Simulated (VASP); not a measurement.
Output of a VASP run:

**OSZICAR**
```
       N       E                     dE             d eps       ncg     rms          rms(c)
DAV:   1     0.493131274456E+02    0.49313E+02   -0.67602E+03  6064   0.445E+02
DAV:   2    -0.426073181790E+02   -0.91920E+02   -0.86110E+02  7228   0.153E+02
DAV:   3    -0.447681207790E+02   -0.21608E+01   -0.21404E+01  7252   0.201E+01
DAV:   4    -0.447710614342E+02   -0.29407E-02   -0.29404E-02  6980   0.759E-01
DAV:   5    -0.447710630446E+02   -0.16105E-05   -0.16104E-05  7032   0.189E-02    0.936E+00
DAV:   6    -0.381788965941E+02    0.65922E+01   -0.42633E-01  6396   0.518E+00    0.533E+00
DAV:   7    -0.381773099315E+02    0.15867E-02   -0.55259E-01  6292   0.351E+00    0.249E+00
DAV:   8    -0.394688314189E+02   -0.12915E+01   -0.21088E-01  6936   0.303E+00    0.170E+00
DAV:   9    -0.380090483884E+02    0.14598E+01   -0.16542E-01  6188   0.254E+00    0.391E-01
DAV:  10    -0.382484498693E+02   -0.23940E+00   -0.49267E-02  6052   0.124E+00    0.195E-01
DAV:  11    -0.382613817765E+02   -0.12932E-01   -0.54239E-03  6304   0.413E-01    0.124E-01
DAV:  12    -0.382648162843E+02   -0.34345E-02   -0.97290E-04  6812   0.212E-01    0.102E-01
DAV:  13    -0.382664787059E+02   -0.16624E-02   -0.24610E-04  6444   0.119E-01    0.400E-02
DAV:  14    -0.382665945574E+02   -0.11585E-03   -0.36434E-05  7096   0.326E-02    0.976E-03
DAV:  15    -0.382665947152E+02   -0.15778E-06   -0.16760E-06  6564   0.717E-03    0.614E-03
DAV:  16    -0.382666013553E+02   -0.66401E-05   -0.11454E-06  6412   0.743E-03    0.133E-03
DAV:  17    -0.382665852093E+02    0.16146E-04   -0.48240E-07  6504   0.427E-03    0.498E-04
DAV:  18    -0.382665869968E+02   -0.17875E-05   -0.20200E-08  5308   0.768E-04    0.664E-04
DAV:  19    -0.382665867764E+02    0.22035E-06   -0.38653E-09  3520   0.630E-04    0.235E-04
DAV:  20    -0.382665870756E+02   -0.29922E-06   -0.95414E-10  3352   0.171E-04    0.763E-05
DAV:  21    -0.382665870551E+02    0.20566E-07   -0.63257E-11  3276   0.605E-05
   1 F= -.38266587E+02 E0= -.38266587E+02  d E =-.538237E-38
 imaginary and real dielectric function
```

**OUTCAR**
```
------------------------ aborting loop because EDIFF is reached ----------------------------------------
  FORCE on cell =-STRESS in cart. coord.  units (eV):
  Direction    XX          YY          ZZ          XY          YZ          ZX
  --------------------------------------------------------------------------------------
  Total        0.0031405      0.0031405      0.0009152     -0.0000000      0.0000000      0.0000000
  in kB        0.2127626      0.2127627      0.0620051     -0.0000000      0.0000000      0.0000000
  external PRESSURE =       0.1625102 kB  Pullay stress =       0.0000000 kB
  volume of cell :       23.65
      direct lattice vectors                 reciprocal lattice vectors
     2.546334210  0.000000000  0.000000000     0.392721425  0.226737812  0.000000000
    -1.273167105  2.205190192  0.000000000     0.000000000  0.453475625  0.000000000
     0.000000000  0.000000000  4.211658889     0.000000000  0.000000000  0.237436133
  FREE ENERGIE OF THE ION-ELECTRON SYSTEM (eV)
  ---------------------------------------------------
  free  energy   TOTEN  =       -38.2665870551 eV

  energy  without entropy=      -38.2665870551  energy(sigma->0) =      -38.26658706

 plasma frequency squared (from intraband transitions) (eV^2)
  --------------------------------------------------------------------------------------
       0.000       0.000       0.000
       0.000       0.000       0.000
       0.000       0.000       0.000

 plasma frequency squared (from interband transitions, int dw w eps(2)(w)) (eV^2)
  --------------------------------------------------------------------------------------
     856.312       0.000      -0.000       0.000       0.000       0.000
      -0.000      -0.000     856.312       0.000       0.000      -0.000
       0.000      -0.000       0.000       0.000     855.760       0.000
```
(Selected blocks of OUTCAR.)

**POSCAR**
```
BN
1
    2.5463342103     0.0000000000     0.0000000000
   -1.2731671052     2.2051901922    -0.0000000000
    0.0000000000     0.0000000000     4.2116588891
B N
2 2
Direct
  0.6666670000   0.3333330000   0.9997766984
  0.3333330000   0.6666670000   0.4997766984
  0.6666670000   0.3333330000   0.6252233016
  0.3333330000   0.6666670000   0.1252233016
```

**Question.** Reconstruct the remaining input files.

**Answer.** One answer among several that fit: the input of the run itself, r2SCAN meta-GGA, plane waves, VASP's PBE PAW potentials (set 64).

### INCAR
```
ALGO  =  Normal
CSHIFT  =  0.1
EDIFF  =  1E-7
ENCUT  =  520
ISMEAR  =  0
LASPH  =  T
LCHARG  =  F
LMIXTAU  =  T
LOPTICS  =  T
LPEAD  =  T
LREAL  =  F
LWAVE  =  F
METAGGA  =  R2SCAN
NBANDS  =  36
NEDOS  =  1001
NELM  =  100
PREC  =  Accurate
SIGMA  =  0.01
SYSTEM  =  BN
```

### KPOINTS
```
kpoints
0
G
 13 13 7
```

POTCAR, in this order: B N (PBE.64 set). Program: vasp_std.

The structure comes from a computed database's BN entry (P6_3mc); how it stands against other phases isn't given here. It was relaxed first.
